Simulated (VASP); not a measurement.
ZrC:

```
Zr C
1.0
     0.00000    2.35021    2.35021
     2.35021    0.00000    2.35021
     2.35021    2.35021    0.00000
Zr C
1 1
Direct
  0.50000 0.50000 0.50000
  0.00000 0.00000 0.00000
```

```yaml
Program: VASP 6.6.1
Task: relaxation of cell and atoms
Functional: PBEsol
Potentials_or_basis: VASP PAW PBE potentials, release 64 (Zr_sv, C)
Cutoff: 580 eV
k_mesh: 16 × 16 × 16
Occupations: gaussian, width 0.1 eV
Spin: no spin polarisation
```

At the start: pressure -4.3 GPa; volume 12.98 Å³/atom.

Problem. How do energy, volume and symmetry change on relaxing?

Solution. Over 3 steps the energy falls by 3.3 meV/atom and the volume is 12.74 Å³/atom (-1.9 %); space group Fm-3m (No. 225, to 0.05 Å).

The path:
| step | energy change (eV) | largest force (eV/Å) | pressure (GPa) | volume (Å³) |
| --- | --- | --- | --- | --- |
| 1 | 0.0000 | 0.0000 | -4.29 | 25.96 |
| 2 | 0.0127 | 0.0000 | 7.99 | 24.68 |
| 3 | -0.0066 | 0.0000 | -0.04 | 25.48 |

Final structure:
```cif
data_structure
_symmetry_space_group_name_H-M 'P 1'
_symmetry_Int_Tables_number 1
_cell_length_a 3.3030
_cell_length_b 3.3030
_cell_length_c 3.3030
_cell_angle_alpha 60.000
_cell_angle_beta 60.000
_cell_angle_gamma 60.000
_cell_volume 25.48
loop_
_atom_site_label
_atom_site_type_symbol
_atom_site_fract_x
_atom_site_fract_y
_atom_site_fract_z
_atom_site_occupancy
Zr1 Zr 0.50000 0.50000 0.50000 1
C1 C 0.00000 0.00000 0.00000 1
```

Caveat: the PAW data sets were made with another functional, which shifts forces and pressure a little.
